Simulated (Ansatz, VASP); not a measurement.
**Cross-check of HfS2 between VASP and Ansatz**

Aim: how closely do two programs agree when they are given the same cell, functional and k mesh? The structure shown is the end of the Ansatz relaxation below.

Method: plane waves, with VASP 6.6.1 beside it; single point at PBE with D3(BJ), in Ansatz 0.2.0.

**1. Set-up**

The cell holds 3 atoms: 1 Hf and 2 S. Its edges and angles: a = 3.618 Å, b = 3.618 Å, c = 17.898 Å, α = 90.0°, β = 90.0°, γ = 120.0°. Vacuum lies along c.

**2. Ansatz: relaxation, PBE with D3(BJ)**

Ansatz runs on its PAW soft_1 files.

This run makes the geometry at which the two programs are then compared.

Contents of input.yaml:

```yaml
crystal:
  lattice:
    - [3.6215, 0.0, 0.0]
    - [-1.81075, 3.136311, 0.0]
    - [0.0, 0.0, 17.89845]
  atoms:
    - { symbol: Hf, position: [0.0, 0.0, 0.5] }
    - { symbol: S, position: [0.66666667, 0.33333333, 0.4190307] }
    - { symbol: S, position: [0.33333333, 0.66666667, 0.5809693] }
kpoints:
  mp_grid: { grid: [11, 11, 2] }
scf:
  occupations: { method: fermi_dirac, width: 0.02 }
hamiltonian:
  xc: pbe
  pseudopotentials: { kind: paw, azcp: { folder: soft_1 } }
  dispersion: d3bj
basis:
  ecutwfc: 600
output:
  forces: true
  stress: true
relax:
  f_tol: 0.005
  max_steps: 70
  cell: { stress_tol: 0.02, p_target: 0, fix: [c, alpha, beta, gamma] }
```

The run is started by

```sh
ansatz run input.yaml --threads 4 --pin off --max-ram 10240MiB --backend cpu --events-out ev --progress --plain --runs-dir out
```

Numbers of over 12 decimals in the logs are rounded to 6 here.

The log of the run:

```text
Warning: crystal.symmetry: narrowed to the stabiliser of the fixed cell quantities (relax.cell.fix) — unitary ops 12 → 4. The narrowing is safe, since a smaller group never makes results wrong: the run goes on under it, on as many k-points as the starting group would need, or more. Excluded: 8 operations that would move a fixed cell quantity at a test strain (relax.cell.fix fixes c, alpha, beta, gamma). The cell can leave their symmetry as it relaxes.
Engine: ansatz 0.2.0, x86_64-unknown-linux-gnu
Pseudopotentials: kind: paw
Pseudopotential: Hf, paw, valence charge 26, recommended cutoff 420 eV (normal), soft_1/Hf.paw.azcp
Pseudopotential: S, paw, valence charge 6, recommended cutoff 420 eV (normal), soft_1/S.paw.azcp
Functional definition: PBE
  parameter kappa = 0.804
  parameter beta = 0.066725
  exchange = pbe_x(kappa = kappa, mu = beta*pi^2/3)
  correlation = pbe_c(beta = beta)
Crystal: 3 atoms, lattice volume = 203.293 Å³
Basis set: ecut = 600 eV, 6809 PW (Γ), exchange–correlation on 60×60×288 points (8 copies of the dense FFT grid, shifted against one another)
Bands: 23, of which v1, the nominal top of the filled ones, is band 19 counted from 1 (18 counted from 0)
Symmetry: 4 space group operations
k-points: 72 of 242
Non-local potential: Hf, projectors of the file, l = 0: 3, l = 1: 2, l = 2: 2, l = 3: 3
Non-local potential: S, projectors of the file, l = 0: 2, l = 1: 2, l = 2: 1
PAW form: soft (Blöchl's): semilocal exchange-correlation on the pseudo side does not see the compensation charge
PAW one-centre angular grid: Hf, 590 points (default); XC on 64 Gauss nodes
PAW one-centre angular grid: S, 110 points (default); XC on 64 Gauss nodes
Initial density: superposition of atomic densities (neutral atoms: chi_scale 0, normalization atom)
Initial wavefunctions: pseudopotential atomic-orbital guess
Functional: x = pbe(κ = 0.804, μ = 0.219515), c = pbe(β = 0.066725)
SCF iter   1: F=—  HF=-17532.630126 eV  |F-HF|=—  |Δ(HF+E_count)|=         —  Δρ=3.07e-2  dr2=3.08e0  ethr=3.10e-3  ⟨swp⟩=10.2  Hψ=9858  notcnv=0
preconditioner: auto → Resta (q_TF=auto, 2.063 Å⁻¹)  ε∞=2.5  [insulator: Δε(μ)=2.206 eV  Ē_g=11.547 eV  σ=0.020 eV  W_gap=1.00  n_scr=28 (ndim 8)  ℏωp=14.3 eV  f_vac=0.647  D(μ)=0.00/eV (n_scr^D=0)  ε∞_Penn≈2.5  vacuum switching on, ρ_ref=9.7e-3 e/Å³]
SCF iter   2: F=—  HF=-17531.788275 eV  |F-HF|=—  |Δ(HF+E_count)|=   8.42e-1  Δρ=1.19e-2  dr2=3.31e-1  ethr=3.10e-3  ⟨swp⟩=3.8  Hψ=4407  notcnv=0
SCF iter   3: F=—  HF=-17531.733615 eV  |F-HF|=—  |Δ(HF+E_count)|=   5.47e-2  Δρ=6.02e-3  dr2=6.25e-2  ethr=8.71e-4  ⟨swp⟩=3.0  Hψ=3102  notcnv=0
SCF iter   4: F=—  HF=-17531.729924 eV  |F-HF|=—  |Δ(HF+E_count)|=   3.69e-3  Δρ=2.55e-3  dr2=7.77e-3  ethr=1.64e-4  ⟨swp⟩=3.0  Hψ=3431  notcnv=0  defer=1
SCF iter   5: F=—  HF=-17531.731347 eV  |F-HF|=—  |Δ(HF+E_count)|=   1.42e-3  Δρ=4.18e-4  dr2=3.60e-4  ethr=2.04e-5  ⟨swp⟩=2.0  Hψ=3020  notcnv=0
SCF iter   6: F=—  HF=-17531.731170 eV  |F-HF|=—  |Δ(HF+E_count)|=   1.77e-4  Δρ=1.50e-4  dr2=3.57e-5  ethr=9.46e-7  ⟨swp⟩=2.1  Hψ=3034  notcnv=0
SCF iter   7: F=—  HF=-17531.731326 eV  |F-HF|=—  |Δ(HF+E_count)|=   1.56e-4  Δρ=3.48e-5  dr2=1.76e-6  ethr=9.39e-8  ⟨swp⟩=2.0  Hψ=3024  notcnv=0
SCF iter   8: F=—  HF=-17531.731327 eV  |F-HF|=—  |Δ(HF+E_count)|=   1.72e-6  Δρ=8.70e-6  dr2=1.58e-7  ethr=4.62e-9  ⟨swp⟩=2.0  Hψ=2736  notcnv=0
SCF iter   9: F=-17531.731327 eV  HF=-17531.731327 eV  |F-HF|=1.27e-9  |Δ(HF+E_count)|=   6.24e-8  Δρ=1.10e-6  dr2=1.27e-9  ethr=2.63e-10  ⟨swp⟩=5.4  Hψ=7085  notcnv=0
SCF 1 converged in 9 iterations: F = -17531.731327 eV  dr2 = 1.27e-9
  greatest PAW one-centre occupation: 0.999 electrons in one spin orbital (limit 2), on the Hf atom at site 0 (counted from 0), in its partial waves of l = 0
relax step   1: F+E_penalty+E_count = -17531.73132725 eV  Δ(F+E_penalty+E_count) = +0.000e0 eV  max|allowed force component| = 5.744e-2 eV/Å  Δτ_max = 0.0000 Å  P = +0.053 GPa  Ω = 203.293 Å³  fix = [c, alpha, beta, gamma]  reactions: c +0.125 GPa; alpha +0.000, beta -0.000, gamma +0.000 GPa/rad  (9 SCF iters, dr2 threshold 1.00e-7 eV, accepted)
[...]
relax step   2: F+E_penalty+E_count = -17531.73108158 eV  Δ(F+E_penalty+E_count) = +2.457e-4 eV  max|allowed force component| = 7.975e-2 eV/Å  Δτ_max = 0.0148 Å  P = -0.093 GPa  Ω = 202.434 Å³  energy of the carried Pulay correction = +5.352e-6 eV  fix = [c, alpha, beta, gamma]  (6 SCF iters, dr2 threshold 2.06e-7 eV, rejected (line search))
[...]
relax step   3: F+E_penalty+E_count = -17531.73167996 eV  Δ(F+E_penalty+E_count) = -3.527e-4 eV  max|allowed force component| = 3.730e-4 eV/Å  Δτ_max = 0.0064 Å  P = -0.004 GPa  Ω = 202.882 Å³  energy of the carried Pulay correction = +2.558e-6 eV  fix = [c, alpha, beta, gamma]  reactions: c -0.007 GPa; alpha -0.000, beta +0.000, gamma -0.000 GPa/rad  (9 SCF iters, accepted)
[...]
relax step   4: F+E_penalty+E_count = -17531.73168024 eV  Δ(F+E_penalty+E_count) = -2.874e-7 eV  max|allowed force component| = 1.651e-4 eV/Å  Δτ_max = 0.0000 Å  P = -0.003 GPa  Ω = 202.866 Å³  energy of the carried Pulay correction = +2.661e-6 eV  fix = [c, alpha, beta, gamma]  reactions: c -0.006 GPa; alpha -0.000, beta +0.000, gamma -0.000 GPa/rad  (6 SCF iters, accepted)
[...]
relax step   5: F+E_penalty+E_count = -17531.73167735 eV  Δ(F+E_penalty+E_count) = +2.894e-6 eV  max|allowed force component| = 1.632e-4 eV/Å  Δτ_max = 0.0000 Å  P = -0.003 GPa  Ω = 202.866 Å³  fix = [c, alpha, beta, gamma]  reactions: c -0.006 GPa; alpha -0.000, beta +0.000, gamma -0.000 GPa/rad  stress off target by 7.94e-4 GPa on what of the cell is left free  SCF on the basis re-selected at this cell (its energy is not comparable with the rows above)  (8 SCF iters)
basis re-selected at this cell: Δ(F+E_penalty+E_count) = +2.894e-6 eV, ΔP = -0.000 GPa vs the last step (what re-selecting the basis moved, of the pressure what is left beyond the Pulay correction that the steps carried, after the strain that the cell walked since its last selection, with what the two solves' SCF thresholds leave and, on support functions, any second-order correction that the steps lacked; it is no m [...]
SCF converged after 8 iterations
Free energy (F): -17531.731677 eV
Harris-Foulkes:  -17531.731677 eV  (|F-HF|=0.00e0)
Internal energy: -17531.731677 eV  (E = F + TS)
E sigma→0 (E₀):  -17531.731677 eV
Fermi energy:    -0.882953 eV
--- Per-component energies (eV) ---
  E_band       = -605.429943
  E_kinetic    = 615.991992
  E_local      = -30399.862920  (includes V_loc(G=0)·N_el)
  E_nonlocal   = 130.318078
  E_hartree    = 14773.450594
  E_xc         = -443.805853
  E_vxc        = -419.407924  (∫ρ·V_xc dr)
  E_paw        = -8915.053542  (= ΣΔE_a)
  E_vpaw       = -79.370169  (= ΣTr[D̂ρ^β])
  E_aug_tail   = 0.000023  (compensation charges beyond the density's cutoff)
  E_ewald      = 6707.917060
  E_disp       = -0.687109  (pairwise vdW)
  E_smearing   = -0.000000  (= −TS)
  E_closure    = -0.000000  (closes the sum)
  Σ components = -17531.731677   (vs F -17531.731677, Δ=0.00e0)
--- Forces (eV/Å), atoms counted from 1 ---
  atom   1  Hf     0.00000000     0.00000000     0.00000000
  atom   2  S      0.00000002    -0.00000001     0.00016317
  atom   3  S     -0.00000002     0.00000001    -0.00016317
  max |Σ_I F_I| component: 2.71e-20 eV/Å
--- Stress (GPa, compression-positive) ---
       -0.000794       0.000000      -0.000000
        0.000000      -0.000794       0.000000
       -0.000000       0.000000      -0.006394
  P = ⅓ Tr σ = -0.0027 GPa (-0.027 kbar)
--- Relaxed structure (4 steps of the walk, 3 accepted, 1 SCFs on fresh bases) ---
  F+E_penalty+E_count = -17531.73167735 eV   max|allowed force component| = 1.632e-4 eV/Å   (the final SCF, on the basis selected at the relaxed cell)
  cell:  # Å, volume = 202.8656 Å³
    - [3.617689, 1.9135946079913367e-19, 0]
    - [-1.808844, 3.133010, 0]
    - [0, 0, 17.89845]
  atoms:
    - { symbol: Hf, position: [0, 0, 0.5] }
    - { symbol: S, position: [0.666667, 0.333333, 0.418669] }
    - { symbol: S, position: [0.333333, 0.666667, 0.581331] }
```

Reading the cycles: dr2 is the Hartree energy of the density residual (eV), the measure of convergence; HF is the Harris–Foulkes estimate of the energy, which meets the free energy F at convergence.

**3. VASP: single point, PBE with D3(BJ), pair 1**

The same cell, functional, mesh and smearing now go to VASP, with its own data sets.

Lines of VASP's logs that name or quote its potential files are left out, and so is its time.

Contents of INCAR:

```
SYSTEM = HfS2
PREC = Accurate
ENCUT = 500
EDIFF = 1E-06
NELM = 120
ISMEAR = -1
SIGMA = 0.02
LREAL = .FALSE.
ALGO = Normal
GGA = PE
IVDW = 12
NBANDS = 17
LASPH = .TRUE.
LORBIT = 11
LWAVE = .FALSE.
LCHARG = .FALSE.
ISIF = 2
GGA_COMPAT = .FALSE.
EFERMI = MIDGAP
KPAR = 2
```

Contents of POSCAR:

```
HfS2
1.0
    3.6176889005      0.0000000000      0.0000000000
   -1.8088444503      3.1330104909      0.0000000000
    0.0000000000      0.0000000000     17.8984500000
Hf S
1 2
Direct
    0.0000000000      0.0000000000      0.5000000000
    0.6666666667      0.3333333333      0.4186692737
    0.3333333333      0.6666666667      0.5813307263
```

Contents of KPOINTS:

```
Automatic mesh
0
Gamma
11 11 2
0 0 0
```

The projector-augmented-wave data sets are Hf_pv and S (PBE family, release 64).

The run is started by

```sh
mpirun -np 2 vasp_std
```

The log of the run:

```text
[banner, memory and clock lines left out]
running    2 mpi-ranks, on    1 nodes
 distrk:  each k-point on    1 cores,    2 groups
 distr:  one band on    1 cores,    1 groups

 POSCAR found type information on POSCAR HfS
 POSCAR found :  2 types and       3 ions
 LDA part: xc-table for (Slater+PW92), standard interpolation
 POSCAR, INCAR and KPOINTS ok, starting setup
 FFT: planning ... GRIDC
 FFT: planning ... GRID_SOFT
 FFT: planning ... GRID
 WAVECAR not read
 entering main loop
       N       E                     dE             d eps       ncg     rms          rms(c)
DAV:   1     0.102103448413E+03    0.10210E+03   -0.99329E+03  1344   0.960E+02
DAV:   2    -0.139328860076E+02   -0.11604E+03   -0.11417E+03  1437   0.185E+02
DAV:   3    -0.245898904722E+02   -0.10657E+02   -0.10619E+02  1511   0.544E+01
DAV:   4    -0.247597850025E+02   -0.16989E+00   -0.16964E+00  1581   0.801E+00
DAV:   5    -0.247645666345E+02   -0.47816E-02   -0.47796E-02  1584   0.126E+00    0.494E+01
DAV:   6    -0.230311131292E+02    0.17335E+01   -0.49647E+00  1344   0.106E+01    0.369E+01
DAV:   7    -0.230604008562E+02   -0.29288E-01   -0.24523E+00  1490   0.887E+00    0.830E+00
DAV:   8    -0.229219500470E+02    0.13845E+00   -0.59745E-01  1334   0.434E+00    0.260E+00
DAV:   9    -0.229204074295E+02    0.15426E-02   -0.48293E-02  1635   0.131E+00    0.701E-01
DAV:  10    -0.229201411430E+02    0.26629E-03   -0.44239E-03  1498   0.353E-01    0.319E-01
DAV:  11    -0.229198494098E+02    0.29173E-03   -0.57804E-04  1638   0.132E-01    0.203E-01
DAV:  12    -0.229198088075E+02    0.40602E-04   -0.13289E-04  1518   0.568E-02    0.877E-02
DAV:  13    -0.229198694592E+02   -0.60652E-04   -0.82765E-05  1421   0.414E-02    0.995E-03
DAV:  14    -0.229200149671E+02   -0.14551E-03   -0.81194E-05  1380   0.339E-02    0.307E-02
DAV:  15    -0.229200790176E+02   -0.64050E-04   -0.67631E-06  1527   0.114E-02    0.240E-02
DAV:  16    -0.229200921388E+02   -0.13121E-04   -0.61113E-06  1468   0.730E-03    0.172E-02
DAV:  17    -0.229201342436E+02   -0.42105E-04   -0.23416E-06  1340   0.564E-03    0.110E-02
DAV:  18    -0.229201567080E+02   -0.22464E-04   -0.10219E-06  1149   0.355E-03    0.143E-02
DAV:  19    -0.229201792133E+02   -0.22505E-04   -0.18574E-06  1269   0.417E-03    0.453E-04
DAV:  20    -0.229201813982E+02   -0.21849E-05   -0.67161E-08  1312   0.114E-03    0.626E-04
DAV:  21    -0.229201841623E+02   -0.27641E-05   -0.17970E-07  1114   0.104E-03    0.874E-04
DAV:  22    -0.229201843126E+02   -0.15026E-06   -0.74302E-09  1203   0.301E-04
   1 F= -.23607210E+02 E0= -.23607210E+02  d E =-.305017E-14
```

Parts of OUTCAR (step 3):

```text
ion  position               nearest neighbor table
   1  0.000  0.000  0.500-   2 2.55   3 2.55   2 2.55   3 2.55   2 2.55   3 2.55
   2  0.667  0.333  0.419-   1 2.55   1 2.55   1 2.55
   3  0.333  0.667  0.581-   1 2.55   1 2.55   1 2.55

  LATTYP: Found a hexagonal cell.
 ALAT       =     3.6176889005
 C/A-ratio  =     4.9474818019

 Subroutine GETGRP returns: Found 12 space group operations
 (whereof 12 operations were pure point group operations)

The static configuration has the point symmetry D_3d.

 Found     32 irreducible k-points:

   k-points           NKPTS =     32   k-points in BZ     NKDIM =     32   number of bands    NBANDS=     17

   dimension x,y,z NGX =    28 NGY =   28 NGZ =  140
   dimension x,y,z NGXF=    56 NGYF=   56 NGZF=  280

   ENCUT  =  500.0 eV  36.75 Ry    6.06 a.u.   6.60  6.60 32.63*2*pi/ulx,y,z

   NELECT =      22.0000    total number of electrons

 k-points in reciprocal lattice and weights: Automatic mesh
   0.00000000  0.00000000  0.00000000       0.004
   0.09090909  0.00000000  0.00000000       0.025
   0.18181818  0.00000000  0.00000000       0.025
   0.27272727  0.00000000  0.00000000       0.025
   0.36363636  0.00000000  0.00000000       0.025
   0.45454545  0.00000000  0.00000000       0.025
   0.09090909  0.09090909  0.00000000       0.025
   0.18181818  0.09090909  0.00000000       0.050
   0.27272727  0.09090909  0.00000000       0.050
[...]
0.27272727  0.27272727  0.50000000       0.025
   0.36363636  0.27272727  0.50000000       0.025

 average (electrostatic) potential at core
       1 -45.6475       2 -93.5694       3 -93.5694

 E-fermi :  -2.5812

 k-point     1 :       0.0000    0.0000    0.0000
  band No.  band energies     occupation
    ...
      7      -5.7879      2.00000
      8      -5.7879      2.00000
      9      -4.1308      2.00000
     10      -3.2004      2.00000
     11      -3.2004      2.00000
     12      -1.1231      0.00000
     13      -1.1231      0.00000
     14      -0.4310      0.00000
     15       2.1221      0.00000
     16       2.5121      0.00000
    ...

 k-point     2 :       0.0909    0.0000    0.0000
  band No.  band energies     occupation
    ...
      7      -6.0038      2.00000
      8      -5.7389      2.00000
      9      -3.9310      2.00000
     10      -3.7940      2.00000
     11      -3.4323      2.00000
     12      -1.1081      0.00000
     13      -0.8293      0.00000
     14      -0.2433      0.00000
     15       2.0104      0.00000
     16       2.4077      0.00000
    ...

 k-point     3 :       0.1818    0.0000    0.0000
  band No.  band energies     occupation
    ...
      7      -6.3516      2.00000
      8      -5.6252      2.00000
      9      -4.9029      2.00000
     10      -3.8460      2.00000
     11      -3.7048      2.00000
     12      -1.3196      0.00000
     13      -0.2533      0.00000
     14       0.1662      0.00000
     15       1.6868      0.00000
     16       2.4369      0.00000
    ...

 Edisp (eV)   -0.68703

  Total      -0.26040    -0.26040    -0.22250     0.00000     0.00000    -0.00000
  in kB      -2.05656    -2.05656    -1.75724     0.00000     0.00000    -0.00000
  external pressure =       -1.96 kB  Pullay stress =        0.00 kB

  energy-cutoff  :      500.00
  volume of cell :      202.87
      direct lattice vectors                 reciprocal lattice vectors
     3.617688901  0.000000000  0.000000000     0.276419567  0.159590912  0.000000000
    -1.808844450  3.133010491  0.000000000     0.000000000  0.319181823  0.000000000
     0.000000000  0.000000000 17.898450000     0.000000000  0.000000000  0.055870760

 POSITION                                       TOTAL-FORCE (eV/Angst)
 -----------------------------------------------------------------------------------
      0.00000      0.00000      8.94923        -0.000000      0.000000      0.000000
      1.80884      1.04434      7.49353         0.000000      0.000000      0.066245
     -0.00000      2.08867     10.40492        -0.000000     -0.000000     -0.066245
 -----------------------------------------------------------------------------------
    total drift:                               -0.000000     -0.000000     -0.000000

  FREE ENERGIE OF THE ION-ELECTRON SYSTEM (eV)
  ---------------------------------------------------
  free  energy   TOTEN  =       -23.6072098313 eV

  energy  without entropy=      -23.6072098313  energy(sigma->0) =      -23.60720983

 total charge
# of ion       s       p       d       tot
------------------------------------------
    1        0.311   6.528   1.431   8.270
    2        1.341   2.429   0.000   3.771
    3        1.341   2.429   0.000   3.771
--------------------------------------------------
tot          2.994  11.386   1.431  15.811

[... 3 further parts left out ...]
```

Harder data sets than Hf_pv exist (the GW ones), and pressures, volumes and forces can shift noticeably with them.

**4. Side by side**

Known differences besides the potentials themselves: the data sets hold 38 valence electrons in Ansatz (on its PAW soft_1 files) and 22 in VASP; the cutoff is 600 eV in Ansatz and 500 eV in VASP; Ansatz's pressure holds a Pulay correction, VASP's none. Total energies have different zeros and are not compared.

The two programs side by side:

| quantity | Ansatz | VASP | difference |
| --- | --- | --- | --- |
| pressure (GPa) | 0.00 | -0.20 | +0.19 |
| gap on the k mesh (eV) | 1.222 | 1.238 | -0.016 |

Forces (eV/Å; atoms numbered as in POSCAR):

| atom | Ansatz x, y, z | VASP x, y, z |
| --- | --- | --- |
| Hf1 | 0.000, 0.000, 0.000 | 0.000, 0.000, 0.000 |
| S2 | 0.000, 0.000, 0.000 | 0.000, 0.000, 0.066 |
| S3 | 0.000, 0.000, 0.000 | 0.000, 0.000, -0.066 |

The forces differ by 31 meV/Å r.m.s., where the r.m.s. force is 0.000 eV/Å in Ansatz and 0.031 eV/Å in VASP: the atoms lie near their places of rest in Ansatz, so a percentage would say little (all taken over all components). A gap on the mesh is an upper bound, since the band edges may lie between its points; neither run holds spin-orbit coupling, which can move the band edges of a compound of Hf. With vacuum in the cell, a pressure given here is an average over mostly empty space and none of the material.

**5. Other set-ups**

Further runs change the set-up of one program: Ansatz's method, potentials or start, or VASP's data sets, cutoff or form of LDA. The table gives Ansatz less VASP for each quantity, since a change that brings one quantity closer may part another.

| run | r.m.s. force difference (meV/Å) | pressure (GPa) | gap on the k mesh (eV) |
| --- | --- | --- | --- |
| as above | 31 | 0.19 | -0.016 |
| VASP with the data sets Hf_sv and S and a cutoff of 600 eV | 24 | 0.15 | -0.017 |

**6. Ansatz: relaxation, PBE with D3(BJ)**

This run makes the geometry at which the two programs are then compared. This pair takes another cell of the material, with 6 atoms against 3 for the pair before.

The structure compared here is the end of the Ansatz relaxation.

input.yaml, the sections that differ from step 2:

```yaml
crystal:
  lattice:
    - [3.6215, 0.0, 0.0]
    - [-1.81075, 3.136311, 0.0]
    - [0.0, 0.0, 23.54845]
  atoms:
    - { symbol: Hf, position: [0.0, 0.0, 0.38003457] }
    - { symbol: Hf, position: [0.0, 0.0, 0.61996543] }
    - { symbol: S, position: [0.66666667, 0.33333333, 0.3184923] }
    - { symbol: S, position: [0.66666667, 0.33333333, 0.55842317] }
    - { symbol: S, position: [0.33333333, 0.66666667, 0.44157683] }
    - { symbol: S, position: [0.33333333, 0.66666667, 0.6815077] }
# kpoints, scf, hamiltonian, basis, output, relax: as in step 2
```

The run is started by

```sh
ansatz run input.yaml --threads 4 --pin off --max-ram 10240MiB --backend cpu --events-out ev --progress --plain --runs-dir out
```

The log of the run:

```text
[...]
Crystal: 6 atoms, lattice volume = 267.467 Å³
Basis set: ecut = 600 eV, 8981 PW (Γ), exchange–correlation on 60×60×384 points (8 copies of the dense FFT grid, shifted against one another)
Bands: 46, of which v1, the nominal top of the filled ones, is band 38 counted from 1 (37 counted from 0)
Symmetry: 4 space group operations
k-points: 72 of 242
[...]
- [-1.805861, 3.127842, 0]
    - [0, 0, 23.54845]
  atoms:
    - { symbol: Hf, position: [5.677886752397284e-9, -5.677886752397307e-9, 0.377097] }
    - { symbol: Hf, position: [-5.677886752397284e-9, 5.677886752397307e-9, 0.622903] }
    - { symbol: S, position: [0.666667, 0.333333, 0.315184] }
    - { symbol: S, position: [0.666667, 0.333333, 0.561124] }
    - { symbol: S, position: [0.333333, 0.666667, 0.438876] }
    - { symbol: S, position: [0.333333, 0.666667, 0.684816] }
[key lines of the parts left out:]
SCF converged after 7 iterations
Free energy (F): -35063.727678 eV
Fermi energy:    1.651216 eV
P = ⅓ Tr σ = -0.0029 GPa (-0.029 kbar)
```

(Part 1 of 2 ends here.)

[Lines on the potential files, build, host, timing and source positions are cut from VASP's logs without a mark.]

[Logs are printed without paths, hosts, clocks, repeated set-up lines and the standing remarks that a program may print on its own settings, such as how far it seeks lower states.]

[Hosts, paths, dates, database ids (printed as entryN), source tags and the programs' standing remarks are cut or masked in the printed files.]
